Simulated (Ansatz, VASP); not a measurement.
## One calculation of Ba4Ti3SnO12 (a cell with a defect), two programs

```
Ba Sn Ti O
1.0
    -4.00600    4.00600    4.00600
     4.00600   -4.00600    4.00600
     4.00600    4.00600   -4.00600
Ba Sn Ti O
4 1 3 12
Direct
  0.50000 0.50000 0.50000
  0.00000 0.00000 0.50000
  0.00000 0.50000 0.00000
  0.50000 0.00000 0.00000
  0.00000 0.00000 0.00000
  0.50000 0.50000 0.00000
  0.50000 0.00000 0.50000
  0.00000 0.50000 0.50000
  0.00000 0.25000 0.25000
  0.50000 0.75000 0.25000
  0.50000 0.25000 0.75000
  0.00000 0.75000 0.75000
  0.25000 0.00000 0.25000
  0.75000 0.50000 0.25000
  0.75000 0.00000 0.75000
  0.25000 0.50000 0.75000
  0.25000 0.25000 0.00000
  0.75000 0.75000 0.00000
  0.75000 0.25000 0.50000
  0.25000 0.75000 0.50000
```

Alike in both runs: task electric field gradients; functional PBE; k mesh 3 × 3 × 3; occupations fermi-dirac, width 0.01 eV; no spin polarisation.

|  | VASP | Ansatz |
| --- | --- | --- |
| version | VASP 6.6.1 | Ansatz 0.2.0 |
| potentials or method | VASP PAW PBE potentials, release 64 (Ba_sv, Sn_d, Ti_sv, O) | plane-wave PAW, scalar-relativistic |
| plane-wave cutoff (eV) | 520 | 420 |
| valence electrons in the cell | 162 | 162 |

Ansatz gave:

| Quantity | Value |
| --- | --- |
| gap on the k mesh at the Fermi level (eV) | 2.28 |
| pressure (GPa) | 7.0 |
| rms of the force components (eV/Å) | 0.609 |
| Vzz of the field gradient on the site that differs most (V/Å²) | 25.4 |

Problem. Estimate VASP's values.

Solution. gap on the k mesh at the Fermi level (eV): 2.23; pressure (GPa): 8.9; rms of the force components (eV/Å): 0.612; Vzz of the field gradient on the site that differs most (V/Å²): 24.5.

Atom by atom the forces differ by 0.003 eV/Å (rms over components). Ansatz warned: «gradients_without_spin_orbit».

Caveats: spin-orbit coupling is left out, which moves the levels of the heavy elements. Expect the measured gap to be larger: semilocal functionals such as PBE lack the derivative discontinuity.
